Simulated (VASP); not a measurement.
Data:

```yaml
crystal:
  lattice:
    - [4.56637, 0.00000, 0.00000]
    - [-2.28318, 3.95459, 0.00000]
    - [0.00000, 0.00000, 2.82372]
  atoms:
    - { symbol: Ti, position: [0.00000, 0.00000, 0.00000] }
    - { symbol: Ti, position: [0.33333, 0.66667, 0.50000] }
    - { symbol: Ti, position: [0.66667, 0.33333, 0.50000] }
```

Calculation: r2SCAN meta-GGA, VASP's PBE PAW potentials (set 64) (plane waves; VASP). Numerical set-up: 400 eV cut-off, 9×9×12 Γ-centred mesh, tetrahedra with Blöchl corrections, potentials Ti_sv.

Give the energies of bands 13 to 21 at the high-symmetry points, in eV from the Fermi level.

```tsv
band	Γ	M	K	A	L	H
13	-6.52	-4.02	-3.73	-2.41	-2.68	-2.82
14	-2.06	-3.86	-3.38	-2.23	-2.27	-1.58
15	-0.82	-2.79	-3.38	-2.23	-1.84	-1.58
16	-0.82	-0.45	-0.30	-1.99	-1.31	-1.28
17	-0.79	-0.37	-0.30	-1.82	-0.87	-1.28
18	-0.79	-0.37	-0.12	-1.82	-0.78	-1.10
19	0.01	0.06	0.17	1.12	0.43	0.70
20	0.80	0.61	0.30	1.12	0.90	0.70
21	1.42	0.92	0.30	1.37	0.90	0.87
```

It has no gap at this level: it comes out as a metal or semimetal.

The structure was generated: Ti was put into the omega type (P6/mmm), which need not be its known phase. It was relaxed first.
